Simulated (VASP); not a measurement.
Energy against volume of KI (rock salt). All values below come from MS2 meta-GGA, VASP's PBE PAW potentials (set 64) (plane waves; VASP).

```csv
V (Å³/atom),E (eV/atom)
42.071,-3.20299
43.414,-3.20856
44.756,-3.21044
46.099,-3.20920
47.442,-3.20538
```

**Question.** Fit a third-order Birch-Murnaghan equation of state.

**Answer.** 
- volume per atom: 44.86 Å^3/atom
- bulk modulus: 12.2 GPa
- pressure derivative of the bulk modulus: 4.96
- lattice constant a: 7.106 Å

The compound is KI in the rock salt structure. It was relaxed first.
